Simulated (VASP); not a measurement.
A 71-atom supercell of AlN (wurtzite) holds Si on the Al site with a neighbouring N vacancy in charge state -1. It is relaxed twice, with the total moment held at 1 and at 3 μB. Calculation: PBE GGA, VASP's PBE PAW potentials (set 64) (plane waves; VASP). Run with PREC = Normal, LREAL = Auto, ISYM = 0, NELECT = 285.0, EDIFF = 1E-5, 400 eV cut-off, 1×1×1 Γ-centred mesh, Gaussian smearing of 0.050 eV, potentials Al N Si.

The cell is charged, with a uniform compensating background. The supercell is sampled at Γ alone, which is coarse: total energies, pressure and levels can be off, energies of defects by several tenths of an eV.

### Question
Which spin state lies lower, and by how much?

### Answer
The state with 1 μB lies lower, by 0.44 eV.

The cell is a supercell with a defect, built from AlN (wurtzite).
